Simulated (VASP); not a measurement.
# PdC18 in VASP: a series of runs, part 2 of 2

VASP 6.6.1. The steps go on from the part before.

## 3. Single point, PBE

File INCAR:

```
SYSTEM = PdC18
ALGO = Fast
EDIFF = 1E-6
ENCUT = 520
GGA = PE
ISIF = 2
ISMEAR = 0
LASPH = .True.
LCHARG = .False.
LREAL = Auto
LWAVE = .False.
NBANDS = 56
NELM = 80
PREC = Accurate
SIGMA = 0.02
```

File KPOINTS:

```
k-points
0
Gamma
  2 2 1
  0 0 0
```

File POSCAR:

```
PdC18
1.0
    7.3980000000      0.0000000000      0.0000000000
   -3.6990000000      6.4068560000      0.0000000000
    0.0000000000      0.0000000000     13.0000000000
C Pd
18 1
Direct
    0.0036615577      0.0025525112      0.0754110063
    0.2263753007      0.1148852365      0.0753931268
    0.0035794472      0.3356655333      0.0733310744
    0.2260130840      0.4484407441      0.0741031587
    0.0040654471      0.6690323702      0.0742658173
    0.2265065852      0.7817999000      0.0732693408
    0.3369571525      0.0024812680      0.0751469557
    0.5596638283      0.1149127558      0.0752465286
    0.3349347577      0.3343737725      0.0786877978
    0.5587631815      0.4462224768      0.0869717202
    0.3364745400      0.6690946083      0.0738940485
    0.5591201237      0.7830646039      0.0784321176
    0.6703512207      0.0025728207      0.0753024595
    0.8930911920      0.1149986742      0.0752339320
    0.6709661662      0.3344419609      0.0784632300
    0.8935920666      0.4483669092      0.0740993036
    0.6712928108      0.6712438929      0.0869848696
    0.8951260743      0.7830580130      0.0787520879
    0.6139810637      0.5586599483      0.2439349247
```

Potentials or basis: VASP PAW PBE potentials, release 64 (C, Pd).

On the command line:

```sh
$ cat potpaw_PBE.64/C/POTCAR potpaw_PBE.64/Pd/POTCAR > POTCAR
$ mpirun -np 1 vasp_std > vasp.out
```

OUTCAR:

```text
SYSTEM = PdC18
   EDIFF = 1E-6
   ENCUT = 520
   GGA = PE
   ISIF = 2
   ISMEAR = 0
   LASPH = .True.
   LREAL = Auto
   NELM = 80
   PREC = Accurate

 ion  position               nearest neighbor table
   1  0.004  0.003  0.075-  18 1.41   2 1.43  14 1.43
   2  0.226  0.115  0.075-   9 1.41   1 1.43   7 1.43
   3  0.004  0.336  0.073-  14 1.41   4 1.43  16 1.43
   4  0.226  0.448  0.074-  11 1.41   3 1.43   9 1.43
   5  0.004  0.669  0.074-  16 1.41   6 1.43  18 1.43
   6  0.227  0.782  0.073-   7 1.41   5 1.43  11 1.43
   7  0.337  0.002  0.075-   6 1.41   8 1.43   2 1.43
   8  0.560  0.115  0.075-  15 1.41   7 1.43  13 1.43
   9  0.335  0.334  0.079-   2 1.41   4 1.43  10 1.44
  10  0.559  0.446  0.087-   9 1.44  15 1.44  17 1.44  19 2.16
  11  0.336  0.669  0.074-   4 1.41   6 1.43  12 1.43
  12  0.559  0.783  0.078-  13 1.41  11 1.43  17 1.44
  13  0.670  0.003  0.075-  12 1.41  14 1.43   8 1.43
  14  0.893  0.115  0.075-   3 1.41  13 1.43   1 1.43
  15  0.671  0.334  0.078-   8 1.41  16 1.43  10 1.44
  16  0.894  0.448  0.074-   5 1.41   3 1.43  15 1.43
  17  0.671  0.671  0.087-  18 1.44  12 1.44  10 1.44  19 2.16
  18  0.895  0.783  0.079-   1 1.41   5 1.43  17 1.44
  19  0.614  0.559  0.244-  10 2.16  17 2.16

  LATTYP: Found a hexagonal cell.
 ALAT       =     7.3980000000
 C/A-ratio  =     1.7572316842

  Lattice vectors:

 A1 = (   7.3980000000,   0.0000000000,   0.0000000000)
 A2 = (  -3.6990000000,   6.4068560000,   0.0000000000)
 A3 = (   0.0000000000,   0.0000000000,  13.0000000000)

Analysis of symmetry for initial positions (statically):
=====================================================================
 Subroutine PRICEL returns:
 Original cell was already a primitive cell.

 Routine SETGRP: Setting up the symmetry group for a
 hexagonal supercell.

 Subroutine GETGRP returns: Found  1 space group operations
 (whereof  1 operations were pure point group operations)
[... 153 lines left out ...]
   LORBIT       =      0    0 simple, 1 ext, 2 COOP (PROOUT), +10 PAW based schemes
   GGA     = PE    functional components
   LHFCALC =     F    Hartree Fock is set to
   AEXX    =    0.0000 exact exchange contribution
   IVDW    =     0    specifies the selected vdW correction
   LEPSILON=     F    determine dielectric tensor
   LRPA    =     F    only Hartree local field effects (RPA)
 non-spin polarized calculation
 RMM-DIIS sequential band-by-band and
 Gauss-broadening in eV      SIGMA  =   0.02
  energy-cutoff  :      520.00
  volume of cell :      616.17
 maximum number of plane-waves:     16651
 NGX is ok and might be reduce to    56
   NGX = 27   NGY = 27   NGZ = 49

 number of electron      82.0000000 magnetization

 Free energy of the ion-electron system (eV)
  ---------------------------------------------------
  ext. energy  EPLUGINS =         0.00000000
  ---------------------------------------------------
  free energy    TOTEN  =      -168.28813067 eV

  energy without entropy =     -168.28805943  energy(sigma->0) =     -168.28809505

 E-fermi :  -1.1902     XC(G=0):  -3.8406

 val. band max:       -1.2319759571   @ k =   0.0000   0.0000   0.0000
 cond. band min:      -1.1483388719   @ k =   0.0000   0.0000   0.0000
 fundamental gap:      0.0836370852
 Fermi energy:        -1.1901574145

 k-point     1 :       0.0000    0.0000    0.0000
  band No.  band energies     occupation
      1     -20.8989      2.00000
      2     -18.4635      2.00000
      3     -18.3461      2.00000
      4     -18.2887      2.00000
      5     -18.2794      2.00000
      6     -18.2554      2.00000
[... 213 lines left out ...]
     52       3.6025      0.00000
     53       4.9133      0.00000
 [bands above 53 left out]

------------------------ aborting loop because EDIFF is reached ----------------------------------------

  FORCE on cell =-STRESS in cart. coord.  units (eV):
  Direction    XX          YY          ZZ          XY          YZ          ZX
  --------------------------------------------------------------------------------------
  -------------------------------------------------------------------------------------
  Total        7.9195065      0.4588750     -0.0598870     -0.2511662      0.0062977      0.0045242
  in kB       20.5923570      1.1931700     -0.1557186     -0.6530840      0.0163753      0.0117639
  external PRESSURE =       7.2099361 kB  Pullay stress =       0.0000000 kB

 VOLUME and BASIS-vectors are now :
 -----------------------------------------------------------------------------
  energy-cutoff  :      520.00
  volume of cell :      616.17
      direct lattice vectors                 reciprocal lattice vectors
     7.398000000  0.000000000  0.000000000     0.135171668  0.078041398  0.000000000
    -3.699000000  6.406856000  0.000000000     0.000000000  0.156082796  0.000000000
     0.000000000  0.000000000 13.000000000     0.000000000  0.000000000  0.076923077

 POSITION                                       TOTAL-FORCE (eV/Angst)
 -----------------------------------------------------------------------------------
      0.01765      0.01635      0.98034        -0.024375      0.002880      0.003562
      1.24976      0.73605      0.98011         0.011174     -0.001543     -0.002713
     -1.21515      2.15056      0.95330        -0.019976      0.009841      0.005350
      0.01326      2.87310      0.96334         0.019214     -0.014412      0.001005
     -2.44467      4.28639      0.96546        -0.016617      0.000780     -0.007937
     -1.21618      5.00888      0.95250         0.010261     -0.004559      0.005677
[... 11 lines left out ...]
      3.72561      5.01694      1.02378         0.007034      0.003371     -0.004709
      2.47575      3.57925      3.17115         0.005246      0.000435      0.024903
 -----------------------------------------------------------------------------------
    total drift:                               -0.009378     -0.000342      0.028056

  FREE ENERGIE OF THE ION-ELECTRON SYSTEM (eV)
  ---------------------------------------------------
  free  energy   TOTEN  =      -168.2881306669 eV

  energy  without entropy=     -168.2880594309  energy(sigma->0) =     -168.28809505
```

stdout:

```text
POSCAR found type information on POSCAR C Pd
 POSCAR found :  2 types and      19 ions
 scaLAPACK will be used
 LDA part: xc-table for (Slater+PW92), standard interpolation
 POSCAR, INCAR and KPOINTS ok, starting setup
 FFT: planning ... GRIDC
 FFT: planning ... GRID_SOFT
 FFT: planning ... GRID
 WAVECAR not read
 entering main loop
```

It took 9 min on 1 thread of Intel Xeon Platinum 8259CL at 2.50GHz (Skylake/Cascade Lake), shared host; peak memory 0.65 GiB.

What came out:

```yaml
Free_energy: -168.2881 eV
Largest_force: 0.029 eV/Å
Band_gap_on_the_k_mesh: 0.08 eV, direct
```

Forces in eV/Å, atoms in the order of the input:
```
C   -0.024  0.003  0.004
C    0.011 -0.002 -0.003
C   -0.020  0.010  0.005
C    0.019 -0.014  0.001
C   -0.017  0.001 -0.008
C    0.010 -0.005  0.006
C   -0.012  0.005  0.004
C    0.029  0.001  0.003
C   -0.017  0.012 -0.010
C    0.005 -0.009 -0.009
C    0.001  0.006  0.008
C    0.008 -0.004 -0.006
C   -0.010 -0.005 -0.005
C    0.013 -0.017 -0.003
C   -0.009 -0.001 -0.001
C    0.010  0.002 -0.001
C   -0.009  0.014 -0.005
C    0.007  0.003 -0.005
Pd   0.005  0.000  0.025
```

Caveat: the k mesh is coarse (spacing up to 0.49 Å⁻¹), so the values aren't converged. As with any semilocal functional, this PBE gap is likely too small.
